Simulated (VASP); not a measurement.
An input for Quantum ESPRESSO's pw.x (written as the equivalent of a VASP run, and not itself run):

```
&CONTROL
  calculation = 'vc-relax'
  pseudo_dir = './pseudo'
  outdir = './out'
  tprnfor = .true.
  tstress = .true.
  nstep = 40
  forc_conv_thr = 0.00078
/
&SYSTEM
  ibrav = 0
  nat = 3
  ntyp = 2
  ecutwfc = 76
  occupations = 'smearing'
  smearing = 'methfessel-paxton'
  degauss = 0.00735
  input_dft = 'pz'
/
&ELECTRONS
  conv_thr = 7.3e-08
  electron_maxstep = 100
/
&IONS
/
&CELL
  press = 200
/
ATOMIC_SPECIES
  Zr 91.224 Zr.upf
  B 10.810 B.upf
CELL_PARAMETERS angstrom
     1.5493799   -2.6836051    0.0000000
     1.5493799    2.6836051    0.0000000
     0.0000000    0.0000000    3.4463676
ATOMIC_POSITIONS crystal
  Zr   0.0000000  0.0000000  0.0000000
  B    0.3333330  0.6666670  0.5000000
  B    0.6666670  0.3333330  0.5000000
K_POINTS automatic
  11 11 9 0 0 0
```

Question: Write the VASP files for the same calculation (LDA).

Answer: Several could match; the one computed here: 
File KPOINTS:
```
Automatic mesh
0
Gamma
11 11 9
0 0 0
```

File POSCAR:
```
ZrB2
1
    1.5493798605    -2.6836051167     0.0000000000
    1.5493798605     2.6836051167     0.0000000000
    0.0000000000     0.0000000000     3.4463675928
Zr B
1 2
Direct
  0.0000000000   0.0000000000   0.0000000000
  0.3333330000   0.6666670000   0.5000000000
  0.6666670000   0.3333330000   0.5000000000
```

**INCAR**
```
! general
SYSTEM  = ZrB2
PREC    = Accurate
ENCUT   = 620
LREAL   = .FALSE.
LASPH   = .TRUE.

! electronic loop
EDIFF   = 1E-6
NELM    = 100
ALGO    = Normal
LMAXMIX = 4

! smearing
ISMEAR  = 1
SIGMA   = 0.1

! ions
IBRION  = 2
NSW     = 40
ISIF    = 3
EDIFFG  = -0.02
PSTRESS = 200

! output
LWAVE   = .FALSE.
LCHARG  = .FALSE.
```

POTCAR, in this order: Zr_sv B (LDA.64 set). Program: vasp_std.

Limits of the translation: the potentials are each code's own (VASP's PAW set, PseudoDojo norm-conserving files in pw.x), so ENCUT and ecutwfc are chosen apart and not converted; conv_thr bounds pw.x's estimated SCF error, while EDIFF bounds the energy change between steps; forc_conv_thr acts on force components and is met together with etot_conv_thr.

The compound is ZrB2 in the AlB2 type structure. This run relaxes it under an external pressure of 20 GPa. Symmetry was kept, so distortions that lower it aren't found.
